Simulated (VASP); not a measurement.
Computed with HSE06 screened hybrid, VASP's PBE PAW potentials (set 64) (plane waves; VASP 6.6.1).

A VASP calculation is set up with these files.

### INCAR
```
# general
SYSTEM   = SnSe
PREC     = Accurate
ENCUT    = 400   # plane-wave cut-off (eV)
LREAL    = .FALSE.   # projection in real space or not
LASPH    = .TRUE.   # aspherical one-centre terms
ISYM     = 3

# electronic loop
EDIFF    = 1E-6
NELM     = 60
ALGO     = Normal   # blocked Davidson
LMAXMIX  = 4   # l cut-off of mixed one-centre charges

# smearing
ISMEAR   = 0   # Gaussian
SIGMA    = 0.05

# functional
GGA      = PE   # PBE
LHFCALC  = .TRUE.
AEXX     = 0.25
HFSCREEN = 0.2   # 1/Angstrom
PRECFOCK = Fast

# ions
ISIF     = 2

# output
LWAVE    = .FALSE.
LCHARG   = .FALSE.
```

### POSCAR
```
SnSe
1
    0.0000000000     3.0287275372     3.0287275372
    3.0287275372     0.0000000000     3.0287275372
    3.0287275372     3.0287275372     0.0000000000
Sn Se
1 1
Direct
  0.0000000000   0.0000000000   0.0000000000
  0.5000000000   0.5000000000   0.5000000000
```

### KPOINTS_OPT
```
named points and PBE's band edges
9
Reciprocal
  0.000000   0.000000   0.000000 1 ! GAMMA
  0.500000   0.000000   0.500000 1 ! X
  0.500000   0.500000   0.500000 1 ! L
  0.500000   0.250000   0.750000 1 ! W
  0.375000   0.375000   0.750000 1 ! K
  0.625000   0.250000   0.625000 1 ! U
  0.500000   0.482140   0.517860 1 ! near an edge
  0.500000   0.464290   0.535710 1 ! near an edge
  0.500000   0.446430   0.553570 1 ! near an edge
```

File KPOINTS:
```
K-points
0
gamma
6 6 6
```

POTCAR, in this order: Sn_d Se (PBE.64 set). Program: vasp_std. Read from the step before: WAVECAR.

The resulting files:

File OSZICAR:
```
       N       E                     dE             d eps       ncg     rms          rms(c)
DAV:   1    -0.979117394080E+01   -0.97912E+01   -0.49207E-01   460   0.719E+00    0.137E+00
DAV:   2    -0.979624804113E+01   -0.50741E-02   -0.29767E-02   478   0.118E+00    0.881E-01
DAV:   3    -0.979466686217E+01    0.15812E-02   -0.25569E-03   568   0.391E-01    0.529E-01
DAV:   4    -0.979435423084E+01    0.31263E-03   -0.75960E-04   462   0.205E-01    0.298E-01
DAV:   5    -0.979426416918E+01    0.90062E-04   -0.10275E-04   490   0.984E-02    0.164E-01
DAV:   6    -0.979422274809E+01    0.41421E-04   -0.20557E-05   478   0.468E-02    0.876E-02
DAV:   7    -0.979420926561E+01    0.13482E-04   -0.10185E-05   472   0.251E-02    0.458E-02
DAV:   8    -0.979420531422E+01    0.39514E-05   -0.28856E-06   466   0.131E-02    0.242E-02
DAV:   9    -0.979420439825E+01    0.91597E-06   -0.83371E-07   242   0.770E-03
   1 F= -.97942044E+01 E0= -.97942043E+01  d E =-.259204E-06
       N       E                     dE             ncg
```

**OUTCAR**
```
------------------------ aborting loop because EDIFF is reached ----------------------------------------
  FORCE on cell =-STRESS in cart. coord.  units (eV):
  Direction    XX          YY          ZZ          XY          YZ          ZX
  --------------------------------------------------------------------------------------
  Total       -0.5545939     -0.5545939     -0.5545939      0.0000000     -0.0000000      0.0000000
  in kB      -15.9909793    -15.9909793    -15.9909793      0.0000000     -0.0000000      0.0000000
  external PRESSURE =     -15.9909793 kB  Pullay stress =       0.0000000 kB
  volume of cell :       55.57
      direct lattice vectors                 reciprocal lattice vectors
     0.000000000  3.028727537  3.028727537    -0.165085830  0.165085830  0.165085830
     3.028727537  0.000000000  3.028727537     0.165085830 -0.165085830  0.165085830
     3.028727537  3.028727537  0.000000000     0.165085830  0.165085830 -0.165085830
 POSITION                                       TOTAL-FORCE (eV/Angst)
 -----------------------------------------------------------------------------------
      0.00000      0.00000      0.00000         0.000000      0.000000     -0.000000
      3.02873      3.02873      3.02873        -0.000000     -0.000000      0.000000
 -----------------------------------------------------------------------------------
    total drift:                                0.000000      0.000000      0.000000
  FREE ENERGIE OF THE ION-ELECTRON SYSTEM (eV)
  ---------------------------------------------------
  free  energy   TOTEN  =        -9.7942043982 eV

  energy  without entropy=       -9.7942041390  energy(sigma->0) =       -9.79420427

  exchange ACFDT corr.  =         0.00000000  see jH, gK, PRB 81, 115126
```
(Selected blocks of OUTCAR.)

The structure comes from a computed database's SnSe entry (Fm-3m); how it stands against other phases isn't given here. It was relaxed first.
